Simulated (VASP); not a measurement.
Input:

```yaml
crystal:
  lattice:
    - [4.19846, 0.00000, 0.00000]
    - [-2.09923, 3.63597, 0.00000]
    - [0.00000, 0.00000, 5.85162]
  atoms:
    - { symbol: Ag, position: [0.00000, 0.00000, 0.00000] }
    - { symbol: Ag, position: [0.00000, 0.00000, 0.50000] }
    - { symbol: S, position: [0.33333, 0.66667, 0.25000] }
    - { symbol: S, position: [0.66667, 0.33333, 0.75000] }
```

Level of theory: PBE GGA, VASP's PBE PAW potentials (set 64) (plane waves; VASP 6.6.1). Numerical set-up: 400 eV cut-off, 7×7×4 Γ-centred mesh, Gaussian smearing of 0.050 eV, potentials Ag S.

Estimate the energy per atom (σ→0), pressure, band gap (on the k-mesh) with the smallest direct gap where there is one.

```yaml
band gap (on the k-mesh): none (metal, semimetal or under 0.01 eV)
energy per atom (σ→0): -3.156 eV/atom
pressure: -85.8 kbar
```

The structure was generated: AgS was put into the NiAs type (P6_3/mmc), which need not be its known phase. The cell was not relaxed at this level.
